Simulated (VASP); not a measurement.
# A VASP study of TaN (PBEsol): structure first, properties next, part 3 of 4

Wanted: the relaxed cell of TaN and its properties. The start is a computed cell from the Materials Project.

VASP 6.6.1; PBEsol; plane waves and PAW (Ta_pv, N).

So far. Step 4 (Density, ELF and potential (PBEsol)): In this run the pressure is -0.04 GPa, small enough to go on. Step 5 (Bands along the symmetry lines (PBEsol)): There is no gap at this level. The relaxed cell has a = 4.379 Å (conventional setting).

**6. Total and projected DOS (PBEsol)**

A density of states needs more k-points than a total energy; ISMEAR = -5 takes tetrahedra, and LORBIT projects the states on the PAW spheres. The mesh is finer than in the run before.

INCAR reads:

```
SYSTEM = TaN
PREC = Accurate
ENCUT = 520
EDIFF = 1E-06
NELM = 100
ISMEAR = -5
SIGMA = 0.05
LREAL = .FALSE.
ALGO = Normal
GGA = PS
NBANDS = 20
LASPH = .TRUE.
LORBIT = 11
LWAVE = .FALSE.
LCHARG = .FALSE.
KPAR = 2
NEDOS = 2001
```

POSCAR reads:

```
TaN
1.0
    0.0000000000      2.1896803542      2.1896803542
    2.1896803542      0.0000000000      2.1896803542
    2.1896803542      2.1896803542      0.0000000000
Ta N
1 1
Direct
    0.5000000000      0.5000000000      0.5000000000
    0.0000000000      0.0000000000      0.0000000000
```

KPOINTS reads:

```
Automatic mesh
0
Gamma
13 13 13
0 0 0
```

The projector-augmented-wave data sets are Ta_pv and N (PBE family, release 64).

Command:

```bash
$ mpirun -np 2 vasp_std
```

Log:

```text
[... set-up lines as in an earlier step ...]
 entering main loop
       N       E                     dE             d eps       ncg     rms          rms(c)
DAV:   1     0.100948692198E+03    0.10095E+03   -0.80544E+03  3368   0.853E+02
DAV:   2    -0.228260027788E+02   -0.12377E+03   -0.11651E+03  3808   0.265E+02
DAV:   3    -0.259921848117E+02   -0.31662E+01   -0.31293E+01  3980   0.379E+01
DAV:   4    -0.260007840249E+02   -0.85992E-02   -0.86248E-02  3704   0.213E+00
DAV:   5    -0.260008011627E+02   -0.17138E-04   -0.17154E-04  3860   0.935E-02    0.250E+01
DAV:   6    -0.233316470359E+02    0.26692E+01   -0.25644E+00  3916   0.189E+01    0.106E+01
DAV:   7    -0.232581849994E+02    0.73462E-01   -0.39852E-01  3560   0.466E+00    0.716E+00
DAV:   8    -0.232235775625E+02    0.34607E-01   -0.95925E-02  3700   0.238E+00    0.157E+00
DAV:   9    -0.232185716150E+02    0.50059E-02   -0.86516E-03  3720   0.719E-01    0.285E-01
DAV:  10    -0.232184415726E+02    0.13004E-03   -0.43906E-04  3700   0.214E-01    0.116E-01
DAV:  11    -0.232184240484E+02    0.17524E-04   -0.22254E-05  3708   0.429E-02    0.169E-02
DAV:  12    -0.232184229857E+02    0.10628E-05   -0.23900E-06  3724   0.136E-02    0.197E-03
DAV:  13    -0.232184232060E+02   -0.22029E-06   -0.33689E-08  1984   0.189E-03
   1 F= -.23218423E+02 E0= -.23218423E+02  d E =0.000000E+00
 -----------------------------------------------------------------------------
|                                                                             |
|           W    W    AA    RRRRR   N    N  II  N    N   GGGG   !!!           |
|           W    W   A  A   R    R  NN   N  II  NN   N  G    G  !!!           |
|           W    W  A    A  R    R  N N  N  II  N N  N  G       !!!           |
|           W WW W  AAAAAA  RRRRR   N  N N  II  N  N N  G  GGG   !            |
|           WW  WW  A    A  R   R   N   NN  II  N   NN  G    G                |
|           W    W  A    A  R    R  N    N  II  N    N   GGGG   !!!           |
|                                                                             |
|     Tetrahedron method does not include variations of the Fermi             |
|     occupations, so forces and stress will be inaccurate. We suggest        |
|     using a different smearing scheme ISMEAR = 1 or 2 for metals in         |
|     relaxations.                                                            |
|                                                                             |
 -----------------------------------------------------------------------------
```

Elapsed: 12 s, on 2 MPI ranks of Intel Xeon Platinum 8559C (Emerald Rapids), shared host; peak memory 0.3 GiB; 22 s of CPU time.

OUTCAR, selected parts (step 6):

```text
   k-points           NKPTS =     84   k-points in BZ     NKDIM =     84   number of bands    NBANDS=     20

   NELECT =      16.0000    total number of electrons

 E-fermi :   9.5056

 k-point     1 :       0.0000    0.0000    0.0000
  band No.  band energies     occupation
    ...
      6       5.6917      2.00000
      7       5.6917      2.00000
      8       7.3531      2.00000
      9       7.3531      2.00000
     10       7.3531      2.00000
     11       9.5452      0.00000
     12       9.5452      0.00000
     13      11.1724      0.00000
     14      18.9007      0.00000
     15      21.9025      0.00000
    ...

  Total       -0.0001630     -0.0001630     -0.0001630     -0.0000000     -0.0000000     -0.0000000
  in kB       -0.0124408     -0.0124408     -0.0124408     -0.0000000     -0.0000000     -0.0000000
  external PRESSURE =      -0.0124408 kB  Pullay stress =       0.0000000 kB

 POSITION                                       TOTAL-FORCE (eV/Angst)
 -----------------------------------------------------------------------------------
      2.18968      2.18968      2.18968         0.000000      0.000000     -0.000000
      0.00000      0.00000      0.00000        -0.000000      0.000000      0.000000
 -----------------------------------------------------------------------------------
    total drift:                                0.000000     -0.000000     -0.000000

  FREE ENERGIE OF THE ION-ELECTRON SYSTEM (eV)
  ---------------------------------------------------
  free  energy   TOTEN  =       -23.2184232060 eV

  energy  without entropy=      -23.2184232060  energy(sigma->0) =      -23.21842321

[... 6 parts as in an earlier step ...]

[... 10 further parts left out ...]
```

With tetrahedra the forces and stress of a metal are not exact derivatives of the energy.

Numbers from this step:

```yaml
electronic_steps: 13
irreducible_k_points: 84
free_energy_toten: -23.22 eV
fermi_energy: 9.506 eV
pressure: -0.001244 GPa
dos_at_the_fermi_level: 0.7089 states/eV/cell
```

The density of states has structure finer than the step of the table below, so its rows give means over 1 eV, whole bins alone (the curve runs from -12.0 to 7.90 eV). Peaks (eV: height): total -6.8: 4.04, 2.0: 2.29, 5.0: 1.55, 7.7: 1.18; Ta d -6.8: 0.845, 2.0: 1.62, 3.3: 1.36, 5.0: 0.822; N p -6.8: 1.50, 7.7: 0.325; Ta s -9.1: 0.101, 4.8: 0.0613; N s 5.0: 0.167.

States under -12.0 eV and over 7.9 eV are left out. Density of states against energy, zero at the Fermi level; means over each step; values in states/eV/cell:

| energy (eV) | total | Ta d | N p | Ta s | N s | Ta p |
| --- | --- | --- | --- | --- | --- | --- |
| -11 | 0 | 0 | 0 | 0 | 0 | 0 |
| -10 | 0.209 | 0.0346 | 0.0571 | 0.0300 | 0.00190 | 0.00280 |
| -9 | 0.771 | 0.131 | 0.235 | 0.0870 | 0.00896 | 0.0197 |
| -8 | 0.779 | 0.141 | 0.268 | 0.0553 | 0.00818 | 0.0330 |
| -7 | 2.67 | 0.637 | 1.01 | 0.0129 | 0.00900 | 0.156 |
| -6 | 1.16 | 0.282 | 0.446 | 0.00478 | 0.00377 | 0.0513 |
| -5 | 0.389 | 0.0650 | 0.181 | 0.00121 | 9.7e-4 | 0.0172 |
| -4 | 0.168 | 0.0532 | 0.0521 | 7.1e-4 | 3.4e-4 | 0.00474 |
| -3 | 0.303 | 0.139 | 0.0583 | 0.00205 | 0.00109 | 0.00327 |
| -2 | 0.498 | 0.268 | 0.0711 | 0.00395 | 0.00255 | 0.00201 |
| -1 | 0.685 | 0.381 | 0.0954 | 0.00657 | 0.00500 | 0.00216 |
| 0 | 0.751 | 0.459 | 0.0856 | 0.00653 | 0.00618 | 0.00331 |
| 1 | 1.11 | 0.747 | 0.118 | 0.00964 | 0.00893 | 0.00436 |
| 2 | 1.87 | 1.34 | 0.189 | 0.0234 | 0.0238 | 0.00536 |
| 3 | 1.56 | 1.14 | 0.125 | 0.0365 | 0.0415 | 0.00867 |
| 4 | 1.05 | 0.612 | 0.0973 | 0.0481 | 0.0835 | 0.0248 |
| 5 | 1.22 | 0.593 | 0.134 | 0.0469 | 0.116 | 0.0641 |
| 6 | 0.682 | 0.332 | 0.130 | 0.0190 | 0.0266 | 0.0380 |
| 7 | 0.629 | 0.296 | 0.153 | 0.0301 | 0.00735 | 0.0277 |

The finer mesh and the other smearing move the Fermi level by +0.10 eV from the 9×9×9 run, one measure of the sampling error in the zero of the bands above. Of the states within 0.3 eV of the Fermi level, the largest shares in the PAW spheres are Ta d 61 % and N p 11 %. The rest lies in smaller channels or between the spheres.

**7. Vibrations at Γ (PBEsol)**

Zone-centre modes test whether the atoms sit at a minimum within this cell. IBRION = 8 takes the force constants from linear response, which needs tightly converged orbitals.

INCAR reads:

```
SYSTEM = TaN
PREC = Accurate
ENCUT = 520
EDIFF = 1E-08
NELM = 100
ISMEAR = 1
SIGMA = 0.2
LREAL = .FALSE.
ALGO = Normal
GGA = PS
NBANDS = 14
LASPH = .TRUE.
LORBIT = 11
LWAVE = .FALSE.
LCHARG = .FALSE.
KPAR = 2
IBRION = 8
ISIF = 2
```

POSCAR is that of step 6.

KPOINTS reads:

```
Automatic mesh
0
Gamma
15 15 15
0 0 0
```

Command:

```bash
$ mpirun -np 2 vasp_std
```

Log:

```text
[... set-up lines as in an earlier step ...]
 entering main loop
       N       E                     dE             d eps       ncg     rms          rms(c)
DAV:   1     0.880343815798E+02    0.88034E+02   -0.88823E+03  3376   0.121E+03
DAV:   2    -0.230315038712E+02   -0.11107E+03   -0.10500E+03  4098   0.316E+02
DAV:   3    -0.259897172942E+02   -0.29582E+01   -0.29365E+01  3846   0.482E+01
DAV:   4    -0.260045492873E+02   -0.14832E-01   -0.14830E-01  3926   0.355E+00
DAV:   5    -0.260046447400E+02   -0.95453E-04   -0.95452E-04  3804   0.258E-01    0.250E+01
DAV:   6    -0.233428043185E+02    0.26618E+01   -0.57156E+00  3800   0.269E+01    0.106E+01
DAV:   7    -0.232554167467E+02    0.87388E-01   -0.35620E-01  4152   0.570E+00    0.715E+00
DAV:   8    -0.232209975898E+02    0.34419E-01   -0.13144E-01  4020   0.330E+00    0.141E+00
DAV:   9    -0.232168778814E+02    0.41197E-02   -0.12470E-02  3738   0.972E-01    0.367E-01
DAV:  10    -0.232167260811E+02    0.15180E-03   -0.52958E-04  4518   0.285E-01    0.104E-01
DAV:  11    -0.232166952181E+02    0.30863E-04   -0.59224E-05  3780   0.800E-02    0.179E-02
DAV:  12    -0.232166951446E+02    0.73443E-07   -0.33404E-06  4344   0.179E-02    0.368E-03
DAV:  13    -0.232166950049E+02    0.13977E-06   -0.12425E-07  3710   0.305E-03    0.745E-04
DAV:  14    -0.232166950020E+02    0.28151E-08   -0.59423E-09  2676   0.995E-04
   1 F= -.23216695E+02 E0= -.23217050E+02  d E =0.106490E-02
 Linear response reoptimize wavefunctions to high precision
DAV:   1    -0.232166949949E+02    0.71420E-08   -0.10484E-09  2872   0.444E-04
DAV:   2    -0.232166949949E+02   -0.86402E-11   -0.51680E-11  2016   0.659E-05
 Linear response DOF=           2
 Linear response progress:
  Degree of freedom:   1/  2
       N       E                     dE             d eps       ncg     rms          rms(c)
RMM:   1    -0.136549090962E+00   -0.13655E+00    0.11500E+01  8490   0.244E+01
RMM:   2    -0.165140878144E+00   -0.28592E-01   -0.26596E-02 12699   0.146E+00    0.111E-01
RMM:   3    -0.164387394367E+00    0.75348E-03   -0.19754E-03 14637   0.278E-01    0.508E-02
RMM:   4    -0.163876679508E+00    0.51071E-03   -0.17731E-04 15635   0.900E-02    0.187E-02
RMM:   5    -0.163669853673E+00    0.20683E-03   -0.15839E-05 15769   0.245E-02    0.475E-03
RMM:   6    -0.163656736452E+00    0.13117E-04   -0.22812E-06 15082   0.849E-03    0.839E-04
RMM:   7    -0.163652941301E+00    0.37952E-05   -0.42123E-08 15990   0.241E-03    0.326E-04
RMM:   8    -0.163654767535E+00   -0.18262E-05   -0.29059E-07 16815   0.821E-04    0.720E-05
RMM:   9    -0.163655433276E+00   -0.66574E-06   -0.64459E-07 16024   0.311E-04    0.403E-05
RMM:  10    -0.163655868047E+00   -0.43477E-06   -0.47725E-07 15220   0.186E-04    0.955E-06
RMM:  11    -0.163655926929E+00   -0.58883E-07   -0.34916E-07 16982   0.893E-05    0.544E-06
RMM:  12    -0.163655910636E+00    0.16293E-07   -0.34688E-07 15774   0.502E-05    0.978E-07
RMM:  13    -0.163655922492E+00   -0.11856E-07   -0.31683E-07 15008   0.307E-05    0.635E-07
RMM:  14    -0.163655935233E+00   -0.12741E-07   -0.31137E-07 13261   0.222E-05    0.589E-07
RMM:  15    -0.163655927269E+00    0.79641E-08   -0.29780E-07  9004   0.174E-05    0.377E-07
RMM:  16    -0.163655927993E+00   -0.72408E-09   -0.29862E-07  6738   0.149E-05    0.375E-07
RMM:  17    -0.163655927704E+00    0.28867E-09   -0.29609E-07  6332   0.136E-05    0.448E-07
RMM:  18    -0.163655926864E+00    0.84049E-09   -0.29565E-07  6243   0.130E-05    0.523E-07
RMM:  19    -0.163655926848E+00    0.15545E-10   -0.29419E-07  5811   0.125E-05    0.541E-07
RMM:  20    -0.163655927636E+00   -0.78777E-09   -0.29473E-07  5618   0.123E-05    0.460E-07
 first order change of Fermi-energy   0.32740E-03
 force on displaced ion       1 direction 1 :  -8.229   0.000   0.000
 Linear response progress:
  Degree of freedom:   2/  2
       N       E                     dE             d eps       ncg     rms          rms(c)
RMM:   1    -0.234947212665E+00   -0.23495E+00    0.15732E-01 17443   0.294E+00
RMM:   2    -0.231193465177E+00    0.37537E-02   -0.41739E-03 13688   0.492E-01    0.147E-01
RMM:   3    -0.232065866578E+00   -0.87240E-03   -0.80539E-04 12262   0.174E-01    0.753E-02
RMM:   4    -0.233380238177E+00   -0.13144E-02   -0.40944E-04 12467   0.122E-01    0.223E-02
RMM:   5    -0.233472815272E+00   -0.92577E-04   -0.19870E-05 14248   0.340E-02    0.250E-03
RMM:   6    -0.233471665443E+00    0.11498E-05   -0.20212E-06 14301   0.757E-03    0.990E-04
RMM:   7    -0.233462222488E+00    0.94430E-05   -0.19851E-07 14125   0.219E-03    0.398E-04
RMM:   8    -0.233464230398E+00   -0.20079E-05   -0.37914E-08 14946   0.820E-04    0.101E-04
RMM:   9    -0.233462776650E+00    0.14537E-05   -0.47663E-08 14499   0.330E-04    0.312E-05
RMM:  10    -0.233462720005E+00    0.56645E-07   -0.20343E-08 16409   0.115E-04    0.242E-05
RMM:  11    -0.233462687254E+00    0.32751E-07    0.13720E-07 16028   0.508E-05    0.950E-06
RMM:  12    -0.233462727984E+00   -0.40729E-07   -0.43025E-08 14765   0.344E-05    0.195E-06
RMM:  13    -0.233462732123E+00   -0.41395E-08   -0.66982E-08 11909   0.285E-05    0.142E-06
 first order change of Fermi-energy  -0.39689E-04
 force on displaced ion       2 direction 1 :  -8.224   0.000   0.000
 Linear response finished
```

It took 1.7 min on 2 MPI ranks; peak memory 0.61 GiB; 3.4 min of CPU time.

From OUTCAR (step 7):

```text
   k-points           NKPTS =    120   k-points in BZ     NKDIM =    120   number of bands    NBANDS=     14

   NELECT =      16.0000    total number of electrons

  Total       -0.0022602     -0.0022602     -0.0022602     -0.0000000     -0.0000000      0.0000000
  in kB       -0.1724565     -0.1724565     -0.1724565     -0.0000000     -0.0000000      0.0000000
  external PRESSURE =      -0.1724565 kB  Pullay stress =       0.0000000 kB

 POSITION                                       TOTAL-FORCE (eV/Angst)
 -----------------------------------------------------------------------------------
      2.18968      2.18968      2.18968         0.000000     -0.000000      0.000000
      0.00000      0.00000      0.00000        -0.000000      0.000000      0.000000
 -----------------------------------------------------------------------------------
    total drift:                                0.000000     -0.000000     -0.000000

 Eigenvectors and eigenvalues of the dynamical matrix
 ----------------------------------------------------

   1 f  =   12.436904 THz    78.143373 2PiTHz  414.850465 cm-1    51.434879 meV
             X         Y         Z           dx          dy          dz
      2.189680  2.189680  2.189680     0.000000    0.268057    0.000000
      0.000000  0.000000  0.000000     0.000000   -0.963403    0.000000

   2 f  =   12.436904 THz    78.143373 2PiTHz  414.850465 cm-1    51.434879 meV
             X         Y         Z           dx          dy          dz
      2.189680  2.189680  2.189680    -0.268057    0.000000    0.000000
      0.000000  0.000000  0.000000     0.963403    0.000000    0.000000

   3 f  =   12.436904 THz    78.143373 2PiTHz  414.850465 cm-1    51.434879 meV
             X         Y         Z           dx          dy          dz
      2.189680  2.189680  2.189680     0.000000    0.000000   -0.268057
      0.000000  0.000000  0.000000     0.000000    0.000000    0.963403

   4 f/i=    0.000856 THz     0.005379 2PiTHz    0.028559 cm-1     0.003541 meV
             X         Y         Z           dx          dy          dz
      2.189680  2.189680  2.189680     0.000000   -0.963403    0.000000
      0.000000  0.000000  0.000000     0.000000   -0.268057    0.000000

   5 f/i=    0.000856 THz     0.005379 2PiTHz    0.028559 cm-1     0.003541 meV
             X         Y         Z           dx          dy          dz
      2.189680  2.189680  2.189680     0.963403    0.000000    0.000000
      0.000000  0.000000  0.000000     0.268057    0.000000    0.000000

   6 f/i=    0.000856 THz     0.005379 2PiTHz    0.028559 cm-1     0.003541 meV
             X         Y         Z           dx          dy          dz
      2.189680  2.189680  2.189680     0.000000    0.000000    0.963403
      0.000000  0.000000  0.000000     0.000000    0.000000    0.268057

 ELASTIC MODULI CONTR FROM IONIC RELAXATION (kBar)
 Direction    XX          YY          ZZ          XY          YZ          ZX
 --------------------------------------------------------------------------------
 XX           0.0000      0.0000      0.0000      0.0000      0.0000      0.0000
 YY           0.0000      0.0000      0.0000      0.0000      0.0000      0.0000
 ZZ           0.0000      0.0000      0.0000      0.0000      0.0000      0.0000
 XY           0.0000      0.0000      0.0000      0.0000      0.0000      0.0000
 YZ           0.0000      0.0000      0.0000      0.0000      0.0000      0.0000
 ZX           0.0000      0.0000      0.0000      0.0000      0.0000      0.0000
 --------------------------------------------------------------------------------

[... 6 parts as in an earlier step ...]

[... 4 further parts left out ...]
```

Energies printed during the response cycles are not total energies of the cell.

This step gave:

```
bands                     : 14
irreducible k points      : 120
pressure of the cell      : -0.01725 GPa
largest force of the cell : 0 eV/Å
Fermi energy              : 9.510 eV
```

(Part 3 of 4 ends here.)

[Lines on the potential files, build, host, timing and source positions are cut from VASP's logs without a mark.]

[Logs are printed without paths, hosts, clocks, repeated set-up lines and the standing remarks that a program may print on its own settings, such as how far it seeks lower states.]

[Hosts, paths, dates, database ids (printed as entryN), source tags and the programs' standing remarks are cut or masked in the printed files.]

[A measured line is paired with the nearest computed mode of its activity, which favours agreement.]
